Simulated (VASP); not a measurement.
A run of VASP 6.6.1:

INCAR

```
SYSTEM = PtBr2
ALGO     = Normal         ! electronic algorithm
EDIFF    = 1E-6           ! SCF threshold, eV
ENCUT    = 520            ! plane-wave cutoff, eV
ISIF     = 2              ! what is computed and relaxed
ISMEAR   = 0              ! smearing method
ISPIN    = 2              ! spin polarisation
LASPH    = .True.         ! aspherical terms in the spheres
LCHARG   = .True.         ! write CHGCAR
LDAU     = .True.         ! DFT+U
LDAUJ    = 0 0          
LDAUL    = 2 -1           ! shell
LDAUPRINT= 1            
LDAUTYPE = 2            
LDAUU    = 7 0            ! U, eV
LELF     = .True.         ! ELF
LMAXMIX  = 4              ! l up to which the mixer works
LMIXTAU  = .True.       
LORBIT   = 11             ! projections on sites
LREAL    = .False.        ! projectors in reciprocal space
LVHAR    = .True.       
LWAVE    = .False.        ! write WAVECAR
MAGMOM   = 0 0 0          ! initial moments
METAGGA  = R2SCAN         ! meta-GGA
NELM     = 60             ! most SCF steps
PREC     = Accurate       ! precision mode
SIGMA    = 0.05           ! smearing width, eV
```

The input KPOINTS:

```
k-points
0
Gamma
  6 6 6
  0 0 0
```

Contents of POSCAR:

```
PtBr2
1.0
    2.0275947800      1.1706323900      6.1301826500
   -2.0275947800      1.1706323900      6.1301826500
    0.0000000000     -2.3412647800      6.1301826500
Pt Br
1 2
Direct
    0.0000000000      0.0000000000      0.0000000000
    0.2520000000      0.2520000000      0.2520000000
    0.7480000000      0.7480000000      0.7480000000
```

Potentials or basis: VASP PAW PBE potentials, release 64 (Pt, Br).

The run is started by

```console
$ cat potpaw_PBE.64/Pt/POTCAR potpaw_PBE.64/Br/POTCAR > POTCAR
$ mpirun -np 1 vasp_std > vasp.out
```

Hardware: 1 thread of Intel(R) Xeon(R) Platinum 8488C (Sapphire Rapids), on a shared host.

Question: Estimate the wall time of this run.

Answer: Wall time 14 min on 1 thread of Intel(R) Xeon(R) Platinum 8488C (Sapphire Rapids), with other jobs on the host, peak memory 0.51 GiB. Counts: scf iterations 20, k points 32.
